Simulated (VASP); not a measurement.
Calculation: LDA (Ceperley-Alder, Perdew-Zunger), VASP's LDA PAW potentials (set 64) (plane waves; VASP).

VASP ran on this input.

File KPOINTS:
```
Automatic mesh
0
gamma
11 11 11
0 0 0
```

### INCAR
```
SYSTEM = RuAl
PREC = Accurate; ENCUT = 400; LREAL = .FALSE.
LASPH = .TRUE.
EDIFF = 1E-6; NELM = 100; ALGO = Normal
LMAXMIX = 4
ISMEAR = 1; SIGMA = 0.1
IBRION = 2; NSW = 60; ISIF = 3
EDIFFG = -0.01
LWAVE = .FALSE.; LCHARG = .FALSE.
```

File POSCAR:
```
RuAl
1
    2.9547297838     0.0000000000    -0.0000000000
    0.0000000000     2.9547297838    -0.0000000000
    0.0000000000     0.0000000000     2.9547297838
Al Ru
1 1
Direct
  0.5000000000   0.5000000000   0.5000000000
  0.0000000000   0.0000000000   0.0000000000
```

POTCAR, in this order: Al Ru_pv (LDA.64 set). Program: vasp_std.

The run wrote:

### OSZICAR
```
       N       E                     dE             d eps       ncg     rms          rms(c)
DAV:   1     0.894990480226E+02    0.89499E+02   -0.81873E+03  1408   0.108E+03
DAV:   2    -0.149311774482E+02   -0.10443E+03   -0.10031E+03  1464   0.308E+02
DAV:   3    -0.168505346230E+02   -0.19194E+01   -0.18088E+01  1592   0.423E+01
DAV:   4    -0.168705082144E+02   -0.19974E-01   -0.19956E-01  1604   0.419E+00
DAV:   5    -0.168709313540E+02   -0.42314E-03   -0.42313E-03  1648   0.512E-01    0.134E+01
DAV:   6    -0.162646060878E+02    0.60633E+00   -0.35029E+00  1412   0.215E+01    0.247E+00
DAV:   7    -0.161927613738E+02    0.71845E-01   -0.25365E-01  1412   0.606E+00    0.228E+00
DAV:   8    -0.161723555123E+02    0.20406E-01   -0.20656E-02  1460   0.120E+00    0.222E-01
DAV:   9    -0.161722293185E+02    0.12619E-03   -0.25118E-04  1740   0.136E-01    0.134E-01
DAV:  10    -0.161722123079E+02    0.17011E-04   -0.33916E-05  1616   0.789E-02    0.952E-03
DAV:  11    -0.161722118496E+02    0.45827E-06   -0.16895E-06  1024   0.179E-02
   1 F= -.16172212E+02 E0= -.16171824E+02  d E =-.161722E+02
```

### OUTCAR
```
------------------------ aborting loop because EDIFF is reached ----------------------------------------
  FORCE on cell =-STRESS in cart. coord.  units (eV):
  Direction    XX          YY          ZZ          XY          YZ          ZX
  --------------------------------------------------------------------------------------
  Total       -0.0133389     -0.0133389     -0.0133389     -0.0000000      0.0000000     -0.0000000
  in kB       -0.8284702     -0.8284702     -0.8284702     -0.0000000      0.0000000     -0.0000000
  external PRESSURE =      -0.8284702 kB  Pullay stress =       0.0000000 kB
  volume of cell :       25.80
      direct lattice vectors                 reciprocal lattice vectors
     2.954729784  0.000000000  0.000000000     0.338440424  0.000000000  0.000000000
     0.000000000  2.954729784  0.000000000     0.000000000  0.338440424  0.000000000
     0.000000000  0.000000000  2.954729784     0.000000000  0.000000000  0.338440424
 POSITION                                       TOTAL-FORCE (eV/Angst)
 -----------------------------------------------------------------------------------
      1.47736      1.47736      1.47736         0.000000      0.000000      0.000000
      0.00000      0.00000      0.00000         0.000000      0.000000      0.000000
 -----------------------------------------------------------------------------------
    total drift:                               -0.000000      0.000000     -0.000000
  FREE ENERGIE OF THE ION-ELECTRON SYSTEM (eV)
  ---------------------------------------------------
  free  energy   TOTEN  =       -16.1722118496 eV

  energy  without entropy=      -16.1710471144  energy(sigma->0) =      -16.17182360

 reached required accuracy - stopping structural energy minimisation
```
(Selected blocks of OUTCAR.)

The compound is RuAl in the CsCl type structure. It was relaxed first. The start is the result of an earlier pass. The electron count is odd and the run is not spin-polarised, which forces a metal.
